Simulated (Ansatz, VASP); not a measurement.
## Sc in two plane-wave programs

One calculation is typed for both programs; each brings its own data sets. How far apart do they land? The structure shown is the end of the Ansatz relaxation below.

Program: Ansatz 0.2.0. Level of theory: plane waves, with VASP 6.6.1 beside it; single point at PBEsol. Results are calculated unless marked as measured.

## 1. Starting point

Symmetry: P6_3/mmc, No. 194, hexagonal system. Conventional cell: a = 3.409 Å, b = 3.409 Å, c = 4.976 Å, α = 90.00°, β = 90.00°, γ = 120.00°. Sc has 12 Sc at 3.17 to 3.41 Å nearest.

## 2. Ansatz: relaxation, PBEsol

Ansatz runs on its PAW soft_1 files.

This run makes the geometry at which the two programs are then compared.

input.yaml

```yaml
crystal:
  lattice:
    - [3.4087871772, 0.0, 0.0]
    - [-1.7043935886, 2.9520962915, 0.0]
    - [0.0, 0.0, 5.0011497237]
  atoms:
    - { symbol: Sc, position: [0.3333333333, 0.6666666667, 0.25] }
    - { symbol: Sc, position: [0.6666666667, 0.3333333333, 0.75] }
kpoints:
  mp_grid: { grid: [15, 15, 8] }
hamiltonian:
  xc: pbesol
  pseudopotentials: { kind: paw, azcp: { folder: soft_1 }, xc_functional: pbe }
scf:
  occupations: { method: methfessel_paxton, width: 0.2 }
output:
  forces: true
  stress: true
  eigenvalues: true
relax:
  adjacent_minimum: "off"
  f_tol: 0.001
  max_steps: 60
  cell: { stress_tol: 0.01, fix: [a, b, gamma] }
```

The run is started by

```
$ ansatz run input.yaml --threads 4 --pin off --max-ram 10240MiB --backend cpu --events-out ev --progress --plain --runs-dir out
```

Numbers of over 12 decimals in the logs are rounded to 6 here.

The log of the run:

```text
Engine: ansatz 0.2.0, x86_64-unknown-linux-gnu
Pseudopotentials: kind: paw
Pseudopotential: Sc, paw, valence charge 11, recommended cutoff 420 eV (normal), soft_1/Sc.paw.azcp
Functional definition: PBEsol
  exchange = pbesol_x
  correlation = pbesol_c
Crystal: 2 atoms, lattice volume = 50.327 Å³
Basis set: ecut = 420 eV, 977 PW (Γ), exchange–correlation on 48×48×72 points (8 copies of the dense FFT grid, shifted against one another)
Bands: 15, of which v1, the nominal top of the filled ones, is band 11 counted from 1 (10 counted from 0)
Symmetry: 24 space group operations
Space group: P63/mmc (ITA 194), of the structure as read, at distance tolerance 3.7e-5 Å
k-points: 135 of 1800
Non-local potential: Sc, projectors of the file, l = 0: 3, l = 1: 2, l = 2: 3, l = 3: 1
PAW form: soft (Blöchl's): semilocal exchange-correlation on the pseudo side does not see the compensation charge
PAW frozen core: Sc, regenerated for the run's functional, and the local potential with it (the file was generated under x = pbe(κ = 0.804, μ = 0.219515), c = pbe(β = 0.066725))
PAW one-centre angular grid: Sc, 590 points (default); XC on 64 Gauss nodes
Initial density: superposition of atomic densities (chi_scale 0.1, normalization cell)
Initial wavefunctions: pseudopotential atomic-orbital guess
Functional: x = pbesol(κ = 0.804, μ = 0.123457), c = pbesol(β = 0.046)
SCF iter   1: F=—  HF=-4222.836180 eV  |F-HF|=—  |Δ(HF+E_count)|=         —  Δρ=2.56e-2  dr2=4.33e-1  ethr=3.10e-3  ⟨swp⟩=3.1  Hψ=7359  notcnv=0
preconditioner: auto → none  [metal: Δε(μ)=0.021 eV  Ē_g=2.673 eV  σ=0.200 eV  W_gap=0.09  n_scr=8 (ndim 8)  ℏωp=12.8 eV  f_vac=0.000  D(μ)=4.06/eV (n_scr^D=42)  sad-step TF]
SCF iter   2: F=—  HF=-4222.734317 eV  |F-HF|=—  |Δ(HF+E_count)|=   1.02e-1  S|Δr|=    0.00e0  Δρ=1.45e-2  dr2=1.51e-1  ethr=1.97e-3  ⟨swp⟩=2.0  Hψ=3543  notcnv=0  defer=1
SCF iter   3: F=—  HF=-4222.685559 eV  |F-HF|=—  |Δ(HF+E_count)|=   4.88e-2  S|Δr|=    0.00e0  Δρ=1.08e-3  dr2=3.42e-4  ethr=6.88e-4  ⟨swp⟩=3.0  Hψ=3796  notcnv=0  defer=1
SCF iter   4: F=—  HF=-4222.685886 eV  |F-HF|=—  |Δ(HF+E_count)|=   3.26e-4  S|Δr|=    0.00e0  Δρ=7.72e-5  dr2=1.47e-6  ethr=1.55e-6  ⟨swp⟩=2.4  Hψ=3536  notcnv=0  defer=1
SCF iter   5: F=—  HF=-4222.685891 eV  |F-HF|=—  |Δ(HF+E_count)|=   4.80e-6  S|Δr|=    0.00e0  Δρ=1.99e-5  dr2=1.92e-7  ethr=4.55e-10  ⟨swp⟩=6.2  Hψ=9656  notcnv=0
SCF iter   6: F=-4222.685891 eV  HF=-4222.685891 eV  |F-HF|=1.89e-10  |Δ(HF+E_count)|=   6.80e-8  S|Δr|=    0.00e0  Δρ=1.06e-6  dr2=3.37e-10  ethr=4.55e-10  ⟨swp⟩=4.7  Hψ=7893  notcnv=0
SCF 1 converged in 6 iterations: F = -4222.685891 eV  dr2 = 3.37e-10
  greatest PAW one-centre occupation: 0.998 electrons in one spin orbital (limit 2), on the Sc atom at site 1 (counted from 0), in its partial waves of l = 0
relax step   1: F+E_penalty+E_count = -4222.68589070 eV  Δ(F+E_penalty+E_count) = +0.000e0 eV  max|allowed force component| = 1.434e-16 eV/Å  Δτ_max = 0.0000 Å  P = -3.262 GPa  Ω = 50.327 Å³  fix = [a, b, gamma]  reactions: a -4.646, b -4.646 GPa  (6 SCF iters, dr2 threshold 1.00e-7 eV, accepted)
[...]
relax step   2: F+E_penalty+E_count = -4222.68628544 eV  Δ(F+E_penalty+E_count) = -3.947e-4 eV  max|allowed force component| = 1.527e-16 eV/Å  Δτ_max = 0.0000 Å  P = -3.036 GPa  Ω = 50.083 Å³  energy of the carried Pulay correction = +3.133e-6 eV  fix = [a, b, gamma]  reactions: a -4.545, b -4.545 GPa  (3 SCF iters, dr2 threshold 2.00e-7 eV, accepted)
[...]
relax step   3: F+E_penalty+E_count = -4222.68628621 eV  Δ(F+E_penalty+E_count) = -7.680e-7 eV  max|allowed force component| = 9.252e-18 eV/Å  Δτ_max = 0.0000 Å  P = -3.027 GPa  Ω = 50.073 Å³  energy of the carried Pulay correction = +3.262e-6 eV  fix = [a, b, gamma]  reactions: a -4.540, b -4.540 GPa  (3 SCF iters, dr2 threshold 9.53e-10 eV, accepted)
[...]
relax step   4: F+E_penalty+E_count = -4222.68628279 eV  Δ(F+E_penalty+E_count) = +3.423e-6 eV  max|allowed force component| = 2.776e-17 eV/Å  Δτ_max = 0.0000 Å  P = -3.027 GPa  Ω = 50.073 Å³  fix = [a, b, gamma]  reactions: a -4.540, b -4.540 GPa  stress off target by 5.10e-5 GPa on what of the cell is left free  SCF on the basis re-selected at this cell (its energy is not comparable with the rows above)  (4 SCF iters)
basis re-selected at this cell: Δ(F+E_penalty+E_count) = +3.423e-6 eV, ΔP = +0.000 GPa vs the last step (what re-selecting the basis moved, of the pressure what is left beyond the Pulay correction that the steps carried, after the strain that the cell walked since its last selection, with what the two solves' SCF thresholds leave and, on support functions, any second-order correction that the steps lacked; it is no m [...]
SCF converged after 4 iterations
Stability not checked: this state was not tested for a lower state beside it, because cold or Methfessel-Paxton smearing, or corrected tetrahedra, fill the levels in a way that the test cannot read (fill_not_monotonic; see scf.lower_state_search)
Free energy (F): -4222.686283 eV
Harris-Foulkes:  -4222.686283 eV  (|F-HF|=1.82e-12)
Internal energy: -4222.681287 eV  (E = F + TS)
E sigma→0 (E₀):  -4222.685034 eV
Entropy (-TS):   -0.004996 eV (-2.498 meV/atom)
Fermi energy:    8.820113 eV
--- Per-component energies (eV) ---
  E_band       = -345.162987
  E_kinetic    = 411.423703
  E_local      = -1714.141947  (includes V_loc(G=0)·N_el)
  E_nonlocal   = 288.666594
  E_hartree    = 611.147108
  E_xc         = -168.295628
  E_vxc        = -207.658639  (∫ρ·V_xc dr)
  E_paw        = -1934.310843  (= ΣΔE_a)
  E_vpaw       = -345.747003  (= ΣTr[D̂ρ^β])
  E_aug_tail   = 0.000082  (compensation charges beyond the density's cutoff)
  E_ewald      = -1717.428405
  E_core_change = 0.258050  (= ΣΔE_core)
  E_smearing   = -0.004996  (= −TS)
  E_closure    = 0.000000  (closes the sum)
  Σ components = -4222.686283   (vs F -4222.686283, Δ=0.00e0)
--- Forces (eV/Å), atoms counted from 1 ---
  atom   1  Sc     0.00000000     0.00000000     0.00000000
  atom   2  Sc     0.00000000    -0.00000000    -0.00000000
  max |Σ_I F_I| component: 3.70e-17 eV/Å
--- Stress (GPa, compression-positive) ---
       -4.540394      -0.000000       0.000000
       -0.000000      -4.540394       0.000000
        0.000000       0.000000       0.000051
  P = ⅓ Tr σ = -3.0269 GPa (-30.269 kbar)
--- Band table (eV; the first three rows and the last of 135) ---
  k-point 0: bands = [... 7 lower, -18.8721, 3.7509, 7.3132, 9.9188, 10.3301, 10.3301, 10.8631, 10.8631]
  k-point 1: bands = [... 7 lower, -18.8909, 3.8656, 7.1948, 9.8050, 10.2265, 10.2265, 10.7703, 10.7703]
  k-point 2: bands = [... 7 lower, -18.9442, 4.2016, 6.7976, 9.6751, 10.1048, 10.1048, 10.5532, 10.5532]
  k-point 134: bands = [... 7 lower, -18.9411, 8.4066, 8.4066, 8.6930, 8.6930, 9.0813, 9.0813, 11.2562]
--- Relaxed structure (3 steps of the walk, 3 accepted, 1 SCFs on fresh bases) ---
  F+E_penalty+E_count = -4222.68628279 eV   max|allowed force component| = 2.776e-17 eV/Å   (the final SCF, on the basis selected at the relaxed cell)
  cell:  # Å, volume = 50.0730 Å³
    - [3.408787, 0, 0]
    - [-1.704394, 2.952096, -2.755993075440527e-19]
    - [0, -4.668931039725249e-19, 4.975917]
  atoms:
    - { symbol: Sc, position: [0.333333, 0.666667, 0.250000] }
    - { symbol: Sc, position: [0.666667, 0.333333, 0.750000] }
```

Reading the cycles: dr2 is the Hartree energy of the density residual (eV), the measure of convergence; HF is the Harris–Foulkes estimate of the energy, which meets the free energy F at convergence.

## 3. VASP: single point, PBEsol, pair 1

The same cell, functional, mesh and smearing now go to VASP, with its own data sets.

Lines of VASP's logs that name or quote its potential files are left out, and so is its time.

INCAR

```
SYSTEM = Sc
PREC = Accurate
ENCUT = 500
EDIFF = 1E-06
NELM = 120
ISMEAR = 1
SIGMA = 0.2
LREAL = .FALSE.
ALGO = Normal
GGA = PS
NBANDS = 17
LASPH = .TRUE.
LORBIT = 11
LWAVE = .FALSE.
LCHARG = .FALSE.
ISIF = 2
GGA_COMPAT = .FALSE.
KPAR = 2
```

POSCAR

```
Sc
1.0
    3.4087871772      0.0000000000      0.0000000000
   -1.7043935886      2.9520962915      0.0000000000
    0.0000000000      0.0000000000      4.9759173284
Sc
2
Direct
    0.3333333333      0.6666666667      0.2500000000
    0.6666666667      0.3333333333      0.7500000000
```

KPOINTS

```
Automatic mesh
0
Gamma
15 15 8
0 0 0
```

Potentials, in the order of the species: Sc_sv (PBE family, release 64).

The run is started by

```
$ mpirun -np 2 vasp_std
```

The log of the run:

```text
[banner, memory and clock lines left out]
running    2 mpi-ranks, on    1 nodes
 distrk:  each k-point on    1 cores,    2 groups
 distr:  one band on    1 cores,    1 groups

 POSCAR found type information on POSCAR Sc
 POSCAR found :  1 types and       2 ions
|                                                                             |
|               ----> ADVICE to this user running VASP <----                  |
|                                                                             |
|     You enforced a specific xc type in the INCAR file but a different       |
|     [... a line on the potential file left out ...]
|     I HOPE YOU KNOW WHAT YOU ARE DOING!                                     |
|                                                                             |

 LDA part: xc-table for (Slater+PW92), standard interpolation
 POSCAR, INCAR and KPOINTS ok, starting setup
 FFT: planning ... GRIDC
 FFT: planning ... GRID_SOFT
 FFT: planning ... GRID
 WAVECAR not read
 entering main loop
       N       E                     dE             d eps       ncg     rms          rms(c)
DAV:   1     0.356177112606E+03    0.35618E+03   -0.10908E+04  4598   0.132E+03
DAV:   2     0.540657633158E+01   -0.35077E+03   -0.34465E+03  5726   0.571E+02
DAV:   3    -0.144132455779E+02   -0.19820E+02   -0.19177E+02  7616   0.158E+02
DAV:   4    -0.147313066408E+02   -0.31806E+00   -0.31725E+00  6671   0.199E+01
DAV:   5    -0.147360599119E+02   -0.47533E-02   -0.47518E-02  7911   0.243E+00    0.786E+00
DAV:   6    -0.133439984601E+02    0.13921E+01   -0.32445E+00  6001   0.205E+01    0.229E+00
DAV:   7    -0.131694189809E+02    0.17458E+00   -0.78740E-01  6102   0.918E+00    0.880E-01
DAV:   8    -0.131577937174E+02    0.11625E-01   -0.35935E-02  6672   0.255E+00    0.274E-01
DAV:   9    -0.131558589798E+02    0.19347E-02   -0.10622E-02  6369   0.111E+00    0.218E-02
DAV:  10    -0.131558791127E+02   -0.20133E-04   -0.11681E-04  7504   0.152E-01    0.745E-03
DAV:  11    -0.131558772024E+02    0.19103E-05   -0.25603E-06  5131   0.205E-02    0.195E-03
DAV:  12    -0.131558783114E+02   -0.11090E-05   -0.58644E-07  4247   0.130E-02    0.944E-04
DAV:  13    -0.131558781048E+02    0.20662E-06   -0.12011E-07  3399   0.643E-03
   1 F= -.13155878E+02 E0= -.13154229E+02  d E =-.494623E-02
```

From OUTCAR (step 3):

```text
ion  position               nearest neighbor table
   1  0.333  0.667  0.250-   2 3.17   2 3.17   2 3.17   2 3.17   2 3.17   2 3.17
   2  0.667  0.333  0.750-   1 3.17   1 3.17   1 3.17   1 3.17   1 3.17   1 3.17

  LATTYP: Found a hexagonal cell.
 ALAT       =     3.4087871772
 C/A-ratio  =     1.4597324707

 Subroutine GETGRP returns: Found 24 space group operations
 (whereof 12 operations were pure point group operations)

The static configuration has the point symmetry D_3d.
 The point group associated with its full space group is D_6h.

 Found    135 irreducible k-points:

   k-points           NKPTS =    135   k-points in BZ     NKDIM =    135   number of bands    NBANDS=     17

   dimension x,y,z NGX =    28 NGY =   28 NGZ =   36
   dimension x,y,z NGXF=    56 NGYF=   56 NGZF=   72

   ENCUT  =  500.0 eV  36.75 Ry    6.06 a.u.   6.22  6.22  9.07*2*pi/ulx,y,z

   NELECT =      22.0000    total number of electrons

 k-points in reciprocal lattice and weights: Automatic mesh
   0.00000000  0.00000000  0.00000000       0.001
   0.06666667  0.00000000  0.00000000       0.003
   0.13333333 -0.00000000  0.00000000       0.003
   0.20000000  0.00000000  0.00000000       0.003
   0.26666667 -0.00000000  0.00000000       0.003
   0.33333333  0.00000000  0.00000000       0.003
   0.40000000  0.00000000  0.00000000       0.003
   0.46666667  0.00000000  0.00000000       0.003
   0.06666667  0.06666667  0.00000000       0.003
[...]
0.33333333  0.26666667  0.50000000       0.007
   0.33333333  0.33333333  0.50000000       0.001

 average (electrostatic) potential at core
       1 -47.2424       2 -47.2424

 E-fermi :   3.4607

 k-point     1 :       0.0000    0.0000    0.0000
  band No.  band energies     occupation
    ...
      6     -24.2944      2.00000
      7     -24.2944      2.00000
      8     -24.2351      2.00000
      9      -1.6157      2.00000
     10       1.9502      2.00000
     11       4.5656     -0.00000
     12       4.9678     -0.00000
     13       4.9678     -0.00000
     14       5.5014     -0.00000
     15       5.5033     -0.00000
    ...

 k-point     2 :       0.0667    0.0000    0.0000
  band No.  band energies     occupation
    ...
      6     -24.3036      2.00000
      7     -24.2950      2.00000
      8     -24.2386      2.00000
      9      -1.5243      2.00000
     10       2.0196      2.00000
     11       4.4455     -0.00000
     12       4.8109     -0.00000
     13       5.0337     -0.00000
     14       5.4400     -0.00000
     15       5.4434     -0.00000
    ...

 k-point     3 :       0.1333   -0.0000    0.0000
  band No.  band energies     occupation
    ...
      6     -24.3295      2.00000
      7     -24.2969      2.00000
      8     -24.2491      2.00000
      9      -1.2553      2.00000
     10       2.2123      2.00000
     11       4.1504     -0.00001
     12       4.4787     -0.00000
     13       5.2276     -0.00000
     14       5.2948     -0.00000
     15       5.3220     -0.00000
    ...

  Total       -1.4208802     -1.4208802     -0.0029020      0.0000000      0.0000000     -0.0000000
  in kB      -45.4636692    -45.4636692     -0.0928545      0.0000000      0.0000000     -0.0000000
  external PRESSURE =     -30.3400643 kB  Pullay stress =       0.0000000 kB

  energy-cutoff  :      500.00
  volume of cell :       50.07
      direct lattice vectors                 reciprocal lattice vectors
     3.408787177  0.000000000  0.000000000     0.293359470  0.169371169  0.000000000
    -1.704393589  2.952096292  0.000000000     0.000000000  0.338742338  0.000000000
     0.000000000  0.000000000  4.975917328     0.000000000  0.000000000  0.200967969

 POSITION                                       TOTAL-FORCE (eV/Angst)
 -----------------------------------------------------------------------------------
     -0.00000      1.96806      1.24398         0.000000     -0.000000      0.000000
      1.70439      0.98403      3.73194        -0.000000      0.000000      0.000000
 -----------------------------------------------------------------------------------
    total drift:                               -0.000000      0.000000     -0.000000

  FREE ENERGIE OF THE ION-ELECTRON SYSTEM (eV)
  ---------------------------------------------------
  free  energy   TOTEN  =       -13.1558781048 eV

  energy  without entropy=      -13.1509318733  energy(sigma->0) =      -13.15422936

 total charge
# of ion       s       p       d       tot
------------------------------------------
    1        2.274   6.099   1.002   9.376
    2        2.274   6.099   1.002   9.376
--------------------------------------------------
tot          4.548  12.198   2.005  18.751

[... 3 further parts left out ...]
```

The run ends at a pressure of -3.03 GPa.

## 4. Comparison

Known differences besides the potentials themselves: the cutoff is 420 eV in Ansatz and 500 eV in VASP; Ansatz makes its cores anew for this functional, VASP keeps those of its PBE data sets; Ansatz's pressure holds a Pulay correction, VASP's none. Total energies have different zeros and are not compared.

Compared:

```csv
quantity,Ansatz,VASP,difference
pressure (GPa),-3.03,-3.03,+0.01
```

## 5. Ansatz: relaxation, PBEsol

This run makes the geometry at which the two programs are then compared. The cell compared in this pair holds 46.14 Å³, against 50.07 Å³ for the pair before.

The structure compared here is the end of the Ansatz relaxation.

input.yaml, the sections that differ from step 2:

```yaml
crystal:
  lattice:
    - [3.2980066817, 0.0, 0.0]
    - [-1.6490033409, 2.8561575682, 0.0]
    - [0.0, 0.0, 4.877137299]
  atoms:
    - { symbol: Sc, position: [0.3333334426, 0.6666665574, 0.25] }
    - { symbol: Sc, position: [0.6666665574, 0.3333334426, 0.75] }
relax:
  adjacent_minimum: "off"
  f_tol: 0.001
  max_steps: 60
  cell: { stress_tol: 0.01, fix: [c, angles] }
# kpoints, hamiltonian, scf, output: as in step 2
```

The run is started by

```
$ ansatz run input.yaml --threads 4 --pin off --max-ram 10240MiB --backend cpu --events-out ev --progress --plain --runs-dir out
```

The log of the run:

```text
[...]
k-point 319: bands = [... 7 lower, -17.8019, 8.2034, 8.2034, 9.9146, 9.9146, 11.1986, 11.1986, 12.1494]
--- Relaxed structure (3 steps of the walk, 3 accepted, 1 SCFs on fresh bases) ---
[...]
cell:  # Å, volume = 46.1407 Å³
    - [3.305175, 2.893021402047929e-11, 0]
    - [-1.652587, 2.862365, 0]
    - [0, 0, 4.877137299]
  atoms:
    - { symbol: Sc, position: [0.333333, 0.666667, 0.25] }
    - { symbol: Sc, position: [0.666667, 0.333333, 0.75] }
[key lines of the parts left out:]
SCF converged after 5 iterations
Free energy (F): -4222.719579 eV
Fermi energy:    9.760977 eV
P = ⅓ Tr σ = 1.3446 GPa (13.446 kbar)
```

## 6. VASP: single point, PBEsol, pair 2

The same cell, functional, mesh and smearing now go to VASP, with its own data sets.

INCAR is that of step 3.

POSCAR

```
Sc
1.0
    3.3051748912      0.0000000000      0.0000000000
   -1.6525874456      2.8623654197      0.0000000000
    0.0000000000      0.0000000000      4.8771372990
Sc
2
Direct
    0.3333334906      0.6666665094      0.2500000000
    0.6666665094      0.3333334906      0.7500000000
```

KPOINTS is that of step 3.

The run is started by

```
$ mpirun -np 2 vasp_std
```

The log of the run:

```text
[banner, memory and clock lines left out]
running    2 mpi-ranks, on    1 nodes
[...]
[... a notice as in an earlier step ...]

 LDA part: xc-table for (Slater+PW92), standard interpolation
 POSCAR, INCAR and KPOINTS ok, starting setup
[...]
entering main loop
       N       E                     dE             d eps       ncg     rms          rms(c)
DAV:   1     0.356308409743E+03    0.35631E+03   -0.10882E+04  4598   0.136E+03
DAV:   2     0.564849011503E+01   -0.35066E+03   -0.34443E+03  5830   0.575E+02
DAV:   3    -0.143130950745E+02   -0.19962E+02   -0.19256E+02  7558   0.164E+02
DAV:   4    -0.146189168900E+02   -0.30582E+00   -0.30358E+00  6663   0.197E+01
[...]
DAV:  10    -0.131870699065E+02   -0.13044E-04   -0.73404E-05  7282   0.122E-01    0.566E-03
DAV:  11    -0.131870679731E+02    0.19334E-05   -0.14168E-06  4898   0.170E-02    0.132E-03
DAV:  12    -0.131870687977E+02   -0.82454E-06   -0.26313E-07  3733   0.105E-02
   1 F= -.13187069E+02 E0= -.13186181E+02  d E =-.266472E-02
```

[end of part 1 of 2]

[Lines on the potential files, build, host, timing and source positions are cut from VASP's logs without a mark.]

[Logs are printed without paths, hosts, clocks, repeated set-up lines and the standing remarks that a program may print on its own settings, such as how far it seeks lower states.]

[Hosts, paths, dates, database ids (printed as entryN), source tags and the programs' standing remarks are cut or masked in the printed files.]
